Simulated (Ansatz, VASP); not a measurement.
**One calculation of Li3BH6, two programs**

```xyz
10
Lattice="-2.6515 2.7872 2.7963 2.6515 -2.7872 2.7963 2.6515 2.7872 -2.7963" Properties=species:S:1:pos:R:3 pbc="T T T"
Li    0.0000    0.0000    0.0000
Li    0.0000    2.7872    1.2545
Li    2.6515    0.0000    1.5418
B     0.0000    0.0000    2.7963
H     2.6515    1.7254    1.1568
H     0.0000    1.0618    3.9531
H     0.0000    1.0618    1.6395
H     2.6515    1.7254   -1.1568
H     1.3766    2.7872    0.0000
H     1.2749    0.0000    2.7963
```

Alike in both runs: task relaxation of cell and atoms; functional PBE; k mesh 8 × 8 × 8; occupations gaussian, width 0.02 eV; no spin polarisation.

|  | VASP | Ansatz |
| --- | --- | --- |
| version | VASP 6.6.1 | Ansatz 0.2.0 |
| potentials or method | VASP PAW PBE potentials, release 64 (Li_sv, B, H) | scalar-relativistic, plane waves, PAW |
| plane-wave cutoff (eV) | 600 | 420 |
| valence electrons in the cell | 18 | 18 |

VASP gave:

```
gap on the k mesh at the Fermi level, each at its own relaxed structure (eV) : 0.86
relaxed volume (Å³/atom)                                                     : 8.17
relaxed cell length with the largest relative difference (Å)                 : 4.737
```

Estimate Ansatz's values.

gap on the k mesh at the Fermi level, each at its own relaxed structure (eV): 0.86; relaxed volume (Å³/atom): 8.21; relaxed cell length with the largest relative difference (Å): 4.746.

Caveats: the cutoff is under 1.25 times the usual one of these potentials, so pressure, stress and relaxed cells hold a basis-set (Pulay) error (VASP). A k mesh can miss the band edges.
